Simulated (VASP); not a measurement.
# TiSi2 with PBEsol: from relaxation to properties, part 2 of 2

What structure does TiSi2 take at this level, and what are its properties? The start is a cell from a database of measured crystal structures.

VASP 6.6.1; PBEsol; plane waves and PAW (Ti_sv, Si).

So far. Step 9 (Volume scan with PBEsol, volume scale 0.96): The run ends at a pressure of 6.88 GPa, with forces up to 0.029 eV/Å.

## 10. Volume scan with PBEsol, volume scale 0.98

File INCAR:

```
SYSTEM = TiSi2
PREC = Accurate
ENCUT = 400
EDIFF = 1E-06
NELM = 100
ISMEAR = 0
SIGMA = 0.05
LREAL = .FALSE.
ALGO = Normal
GGA = PS
NBANDS = 26
LASPH = .TRUE.
LORBIT = 11
LWAVE = .FALSE.
LCHARG = .FALSE.
KPAR = 4
ISIF = 2
```

File POSCAR:

```
TiSi2
1.0
    0.0000000000      4.0518363877      4.2267064304
    2.3644492472      0.0000000000      4.2267064304
    2.3644492472      4.0518363877      0.0000000000
Ti Si
2 4
Direct
    0.7500000000      0.7500000000      0.7500000000
    0.5000000000      0.5000000000      0.5000000000
    0.0865699639      0.4134300361      0.0865699639
    0.4134300361      0.0865699639      0.4134300361
    0.1634300361      0.8365699639      0.1634300361
    0.8365699639      0.1634300361      0.8365699639
```

File KPOINTS:

```
Automatic mesh
0
Gamma
7 7 7
0 0 0
```

Potentials, in the order of the species: Ti_sv and Si (PBE family, release 64).

On the command line:

```
> mpirun -np 4 vasp_std
```

Elapsed: 19 s, on 4 MPI ranks of Intel Xeon 6975P-C (Granite Rapids), shared host; peak memory 0.9 GiB.

The pressure falls from 6.88 to 3.25 GPa.

The run ends at a pressure of 3.25 GPa, with forces up to 0.018 eV/Å.

## 11. Volume scan with PBEsol, volume scale 1

INCAR is that of step 10.

Changes to POSCAR since step 10:

```diff
@@ -2,5 +2,5 @@
 1.0
-    0.0000000000      4.0518363877      4.2267064304
-    2.3644492472      0.0000000000      4.2267064304
-    2.3644492472      4.0518363877      0.0000000000
+    0.0000000000      4.0792144911      4.2552661240
+    2.3804257403      0.0000000000      4.2552661240
+    2.3804257403      4.0792144911      0.0000000000
 Ti Si
```

KPOINTS is that of step 10.

On the command line:

```
> mpirun -np 4 vasp_std
```

It took 22 s on 4 MPI ranks; peak memory 0.94 GiB.

The pressure falls from 3.25 to -0.01 GPa.

The run ends at a pressure of -0.01 GPa, with forces up to 0.0084 eV/Å.

## 12. Volume scan with PBEsol, volume scale 1.02

INCAR is that of step 11.

Changes to POSCAR since step 11:

```diff
@@ -2,5 +2,5 @@
 1.0
-    0.0000000000      4.0792144911      4.2552661240
-    2.3804257403      0.0000000000      4.2552661240
-    2.3804257403      4.0792144911      0.0000000000
+    0.0000000000      4.1062299439      4.2834475156
+    2.3961906086      0.0000000000      4.2834475156
+    2.3961906086      4.1062299439      0.0000000000
 Ti Si
```

KPOINTS is that of step 11.

On the command line:

```
> mpirun -np 4 vasp_std
```

Wall time 19 s (4 MPI ranks); peak memory 0.9 GiB.

The pressure falls from -0.01 to -2.95 GPa.

The run ends at a pressure of -2.95 GPa, with forces up to 3.9e-4 eV/Å.

## 13. Volume scan with PBEsol, volume scale 1.04

INCAR is that of step 12.

Changes to POSCAR since step 12:

```diff
@@ -2,5 +2,5 @@
 1.0
-    0.0000000000      4.1062299439      4.2834475156
-    2.3961906086      0.0000000000      4.2834475156
-    2.3961906086      4.1062299439      0.0000000000
+    0.0000000000      4.1328945219      4.3112628893
+    2.4117507239      0.0000000000      4.3112628893
+    2.4117507239      4.1328945219      0.0000000000
 Ti Si
```

KPOINTS is that of step 12.

On the command line:

```
> mpirun -np 4 vasp_std
```

Run time: 22 s. Hardware: 4 MPI ranks; peak memory 0.92 GiB.

The pressure falls from -2.95 to -5.59 GPa.

The run ends at a pressure of -5.59 GPa, with forces up to 0.0078 eV/Å.

## 14. Volume scan with PBEsol, volume scale 1.06

A prediction first. A parabola through the 6 pressures of evenly scaled cells so far, P = -0.02 -155.2 t +342 t² GPa with t = ln(V/V₁) and V₁ the volume at scale 1, gives -7.90 GPa at t = +0.0583.

INCAR is that of step 13.

Changes to POSCAR since step 13:

```diff
@@ -2,5 +2,5 @@
 1.0
-    0.0000000000      4.1328945219      4.3112628893
-    2.4117507239      0.0000000000      4.3112628893
-    2.4117507239      4.1328945219      0.0000000000
+    0.0000000000      4.1592194005      4.3387239028
+    2.4271126076      0.0000000000      4.3387239028
+    2.4271126076      4.1592194005      0.0000000000
 Ti Si
```

KPOINTS is that of step 13.

On the command line:

```
> mpirun -np 4 vasp_std
```

It took 21 s on 4 MPI ranks; peak memory 0.93 GiB.

The pressure falls from -5.59 to -7.99 GPa. The parabola predicted -7.90 GPa, +0.09 GPa off.

## 15. The series together

Times are for 4 MPI ranks of Intel Xeon 6975P-C (Granite Rapids), shared host. Results by setting:

```csv
no.,volume scale,energy above the lowest point (meV/atom),pressure (GPa),time,memory (GiB)
1,0.94,28.3,10.90,15 s,0.87
2,0.96,12.5,6.876,15 s,0.87
3,0.98,3.27,3.248,19 s,0.9
4,1,0,-0.01491,22 s,0.94
5,1.02,2.07,-2.946,19 s,0.9
6,1.04,8.94,-5.592,22 s,0.92
7,1.06,20.16,-7.995,21 s,0.93
```

## 16. Fit for PBEsol

This step: Birch-Murnaghan fit, PBEsol; plane waves and PAW (VASP 6.6.1).

Derived from the runs above.

This step gave:

| Property | Result |
| --- | --- |
| pressure derivative of the bulk modulus | 4.244 |
| r.m.s. error of the fit | 2.15e-6 eV/atom |
| minimum inside the sampled range | yes |
| bulk modulus | 154.0 GPa |
| equilibrium volume of the fit | 13.80 Å³/atom |

Energy above the fitted minimum against volume:

```csv
volume (Å³/atom),energy above the fitted minimum (eV/atom)
12.947,0.0283
13.222,0.0125
13.498,0.00330
13.773,2.5e-5
14.049,0.00209
14.324,0.00897
14.600,0.0202
```

The fitted volume lies +0.19 % from the relaxed one. At a finite cutoff and mesh the minimum of the energy and the zero of the stress don't quite coincide, and the relaxation stops at a threshold. The atoms bear forces along the scan, since they were held; freeing them would lower the modulus.

## 17. Band structure (PBEsol), changed input

This step: PBEsol; plane waves and PAW (Ti_sv, Si) (VASP 6.6.1).

This run is made with a changed input; what comes of it follows.

File INCAR:

```
SYSTEM = TiSi2
PREC = Accurate
ENCUT = 400
EDIFF = 1E-06
NELM = 4
ISMEAR = 0
SIGMA = 0.05
LREAL = .FALSE.
ALGO = Normal
GGA = PS
NBANDS = 36
LASPH = .TRUE.
LORBIT = 11
LWAVE = .FALSE.
LCHARG = .FALSE.
KPAR = 4
```

Changes to POSCAR since step 14:

```diff
@@ -2,5 +2,5 @@
 1.0
-    0.0000000000      4.1592194005      4.3387239028
-    2.4271126076      0.0000000000      4.3387239028
-    2.4271126076      4.1592194005      0.0000000000
+    0.0000000000      4.0792144911      4.2552661240
+    2.3804257403      0.0000000000      4.2552661240
+    2.3804257403      4.0792144911      0.0000000000
 Ti Si
```

KPOINTS is that of step 14.

File KPOINTS_OPT:

```
Line mode
16
Line-mode
Reciprocal
  0.00000000   0.00000000   0.00000000 GAMMA
  0.50000000   0.00000000   0.50000000 Y

  0.50000000   0.00000000   0.50000000 Y
  1.00000000   0.50000000   0.50000000 T

  1.00000000   0.50000000   0.50000000 T
  0.50000000   0.50000000   0.00000000 Z

  0.50000000   0.50000000   0.00000000 Z
  0.00000000   0.00000000   0.00000000 GAMMA

  0.00000000   0.00000000   0.00000000 GAMMA
  0.00000000   0.41336671   0.41336671 X

  0.00000000   0.41336671   0.41336671 X
  0.50000000   0.24310139   0.74310139 A1

  0.50000000   0.24310139   0.74310139 A1
  0.50000000   0.00000000   0.50000000 Y

  1.00000000   0.50000000   0.50000000 T
  1.00000000   0.58663329   0.58663329 X1

  0.00000000   0.41336671   0.41336671 X
  0.50000000   0.75689861   0.25689861 A

  0.50000000   0.75689861   0.25689861 A
  0.50000000   0.50000000   0.00000000 Z

  0.50000000   0.50000000   0.50000000 L
  0.00000000   0.00000000   0.00000000 GAMMA
```

On the command line:

```
> mpirun -np 4 vasp_std
```

Elapsed: 18 s, on 4 MPI ranks; peak memory 1.2 GiB.

EDIFF was not reached within NELM cycles, so the run counts as unconverged.

The fault in the input: too few electronic steps (NELM = "4"). Raise NELM, or leave it at its default of 60.

## 18. What came out

* relaxed volume: 13.77 Å³/atom
* relaxed conventional cell a, b, c: 4.761, 8.158, 8.511 Å
* space group after relaxing, within 0.02 Å: Fddd (No. 70)
* band gap: none, a metal
* DOS at the Fermi level: 2.32 states/eV/cell
* bulk modulus from the fit: 154 GPa
* volume from the fit: 13.8 Å³/atom

What this shows: With PBEsol, TiSi2 relaxes to 13.77 Å³/atom in space group Fddd (held by the symmetry of the run), comes out as a metal and has a bulk modulus of 154 GPa at fixed shape and positions, an upper bound. Against the listed cell the volume lies -2.6 % (a -0.8 %, b -1.3 %, c -0.5 %). Bands along the symmetry lines (PBEsol): Of the bands kept, 4 cross the Fermi level on this path. No search among competing phases was made, and a listed structure need not be the one stable at ambient conditions. All values are for a static lattice at zero temperature.

[Lines on the potential files, build, host, timing and source positions are cut from VASP's logs without a mark.]

[Logs are printed without paths, hosts, clocks, repeated set-up lines and the standing remarks that a program may print on its own settings, such as how far it seeks lower states.]

[Hosts, paths, dates, database ids (printed as entryN), source tags and the programs' standing remarks are cut or masked in the printed files.]

[A measured line is paired with the nearest computed mode of its activity, which favours agreement.]
